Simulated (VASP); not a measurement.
The system is C.

```
CELL_PARAMETERS angstrom
2.46100 0.00000 0.00000
-1.23050 2.13129 0.00000
0.00000 0.00000 9.39120
ATOMIC_POSITIONS crystal
C 0.00000 0.00000 0.25000
C 0.33333 0.66667 0.25000
C 0.00000 0.00000 0.75000
C 0.66667 0.33333 0.75000
```

The cell was built by a generator and needn't be a form met in nature.

Base run:

- Program: VASP 6.6.1
- Functional: vdW-DF2
- Potentials or basis: VASP PAW PBE potentials, release 64 (C)
- Cutoff: 520 eV
- k mesh: 16 × 16 × 4
- Occupations: fermi-dirac, width 0.05 eV
- Spin: no spin polarisation

Its results: band gap on the k mesh 1.14 eV, direct; pressure 3.3 GPa.

Question: The run is repeated on the same cell with these changes: functional from vdW-DF2 to rev-vdW-DF2. What comes out?

Answer: Band gap on the k mesh 1.16 eV, direct; pressure 0.7 GPa.

Caveats: the PAW data sets were made with another functional, which shifts forces and pressure a little.

A k mesh can miss the band edges.

Not every run made on this cell is shown here.
